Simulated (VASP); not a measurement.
All values below come from PBEsol GGA, VASP's PBE PAW potentials (set 64) (plane waves; VASP).

VASP ran on this input.

KPOINTS:
```
Automatic mesh
0
Gamma
10 10 4
0 0 0
```

### POSCAR
```
WSb
1
    3.2443432025     0.0000000000     0.0000000000
   -1.6221716013     2.8096837268    -0.0000000000
    0.0000000000     0.0000000000     8.1628287158
W Sb
2 2
Direct
  0.0000000000   0.0000000000   1.0000000000
  0.0000000000   0.0000000000   0.5000000000
  0.3333330000   0.6666670000   0.2500000000
  0.6666670000   0.3333330000   0.7500000000
```

INCAR:
```
ALGO = Normal
EDIFF = 1E-6
EDIFFG = -0.02
ENCUT = 400
GGA = PS
IBRION = 2
ISIF = 3
ISMEAR = 1
LASPH = .TRUE.
LCHARG = .FALSE.
LMAXMIX = 6
LREAL = .FALSE.
LWAVE = .FALSE.
NELM = 100
NSW = 60
PREC = Accurate
SIGMA = 0.1
SYSTEM = WSb
```

POTCAR, in this order: W_sv Sb (PBE.64 set). Program: vasp_std.

Output

File OSZICAR:
```
       N       E                     dE             d eps       ncg     rms          rms(c)
DAV:   1     0.325089443039E+03    0.32509E+03   -0.16954E+04  2060   0.138E+03
DAV:   2    -0.209815556848E+02   -0.34607E+03   -0.34202E+03  2296   0.417E+02
DAV:   3    -0.349308989713E+02   -0.13949E+02   -0.13702E+02  2395   0.818E+01
DAV:   4    -0.352047936391E+02   -0.27389E+00   -0.27267E+00  2471   0.127E+01
DAV:   5    -0.352115188363E+02   -0.67252E-02   -0.67182E-02  2548   0.174E+00    0.244E+01
DAV:   6    -0.342510185392E+02    0.96050E+00   -0.48251E+00  2327   0.136E+01    0.864E+00
DAV:   7    -0.340872040745E+02    0.16381E+00   -0.50911E-01  2256   0.324E+00    0.374E+00
DAV:   8    -0.340583768956E+02    0.28827E-01   -0.83846E-02  2325   0.194E+00    0.321E-01
DAV:   9    -0.340575668481E+02    0.81005E-03   -0.32716E-03  2613   0.398E-01    0.163E-01
DAV:  10    -0.340573813409E+02    0.18551E-03   -0.42739E-04  2315   0.170E-01    0.470E-02
DAV:  11    -0.340573787927E+02    0.25482E-05   -0.46969E-05  2690   0.444E-02    0.920E-03
DAV:  12    -0.340573773573E+02    0.14354E-05   -0.77647E-06  2043   0.117E-02    0.447E-03
DAV:  13    -0.340573765223E+02    0.83502E-06   -0.43630E-07  1386   0.511E-03
   1 F= -.34057377E+02 E0= -.34057014E+02  d E =-.340574E+02
       N       E                     dE             d eps       ncg     rms          rms(c)
DAV:   1    -0.340599517226E+02   -0.25744E-02   -0.80274E-02  1946   0.255E+00    0.269E-01
DAV:   2    -0.340581177216E+02    0.18340E-02   -0.44350E-03  2268   0.443E-01    0.105E-01
DAV:   3    -0.340578689603E+02    0.24876E-03   -0.86827E-04  2396   0.172E-01    0.407E-02
DAV:   4    -0.340578653154E+02    0.36449E-05   -0.59886E-05  2276   0.485E-02    0.134E-02
DAV:   5    -0.340578635375E+02    0.17779E-05   -0.53114E-06  2006   0.158E-02    0.587E-03
DAV:   6    -0.340578632541E+02    0.28340E-06   -0.54639E-07  1274   0.706E-03
   2 F= -.34057863E+02 E0= -.34057343E+02  d E =-.486732E-03
       N       E                     dE             d eps       ncg     rms          rms(c)
DAV:   1    -0.340613392788E+02   -0.34757E-02   -0.12500E-01  1946   0.318E+00    0.333E-01
DAV:   2    -0.340585291609E+02    0.28101E-02   -0.68545E-03  2226   0.549E-01    0.131E-01
DAV:   3    -0.340581443309E+02    0.38483E-03   -0.13571E-03  2390   0.212E-01    0.499E-02
DAV:   4    -0.340581391750E+02    0.51558E-05   -0.95978E-05  2191   0.604E-02    0.164E-02
DAV:   5    -0.340581366419E+02    0.25332E-05   -0.97056E-06  2477   0.208E-02    0.727E-03
DAV:   6    -0.340581363073E+02    0.33460E-06   -0.60455E-07  1295   0.626E-03
   3 F= -.34058136E+02 E0= -.34057357E+02  d E =-.759785E-03
```

**OUTCAR**
```
------------------------ aborting loop because EDIFF is reached ----------------------------------------
  FORCE on cell =-STRESS in cart. coord.  units (eV):
  Direction    XX          YY          ZZ          XY          YZ          ZX
  --------------------------------------------------------------------------------------
  Total        0.0777123      0.0777123      0.0577622     -0.0000000      0.0000000     -0.0000000
  in kB        1.6719401      1.6719402      1.2427244     -0.0000000      0.0000000     -0.0000000
  external PRESSURE =       1.5288682 kB  Pullay stress =       0.0000000 kB
  volume of cell :       74.47
      direct lattice vectors                 reciprocal lattice vectors
     3.253377854 -0.000000000  0.000000000     0.307372843  0.177461788  0.000000000
    -1.626688927  2.817507965  0.000000000     0.000000000  0.354923575  0.000000000
     0.000000000  0.000000000  8.124188661     0.000000000  0.000000000  0.123089214
 POSITION                                       TOTAL-FORCE (eV/Angst)
 -----------------------------------------------------------------------------------
      0.00000     -0.00000      0.00000         0.000000      0.000000     -0.000000
     -1.62669      2.81751      4.06209         0.000000      0.000000     -0.000000
     -0.00000      1.87834      2.03105         0.000000     -0.000000      0.000000
      1.62669      0.93917      6.09314        -0.000000      0.000000      0.000000
 -----------------------------------------------------------------------------------
    total drift:                               -0.000000      0.000000     -0.000000
  FREE ENERGIE OF THE ION-ELECTRON SYSTEM (eV)
  ---------------------------------------------------
  free  energy   TOTEN  =       -34.0581363073 eV

  energy  without entropy=      -34.0557971508  energy(sigma->0) =      -34.05735659

 reached required accuracy - stopping structural energy minimisation
```
(Selected blocks of OUTCAR.)

### CONTCAR
```
WSb
   1.00000000000000
     3.2533778540982508   -0.0000000000001608    0.0000000000000000
    -1.6266889270994038    2.8175079653908184    0.0000000000000000
     0.0000000000000000    0.0000000000000000    8.1241886611138767
  W               Sb
     2     2
Direct
     0.0000000000000000    0.0000000000000000    0.0000000000000000
     0.0000000000000000    1.0000000000000000    0.5000000000000000
     0.3333330000000032    0.6666669999999968    0.2500000000000000
     0.6666669999999968    0.3333330000000032    0.7500000000000000
```

The structure was generated: WSb was put into the NiAs type type (P6_3/mmc), which need not be its known phase. This run relaxes it. Symmetry was kept, so distortions that lower it aren't found. The start is the result of an earlier pass.
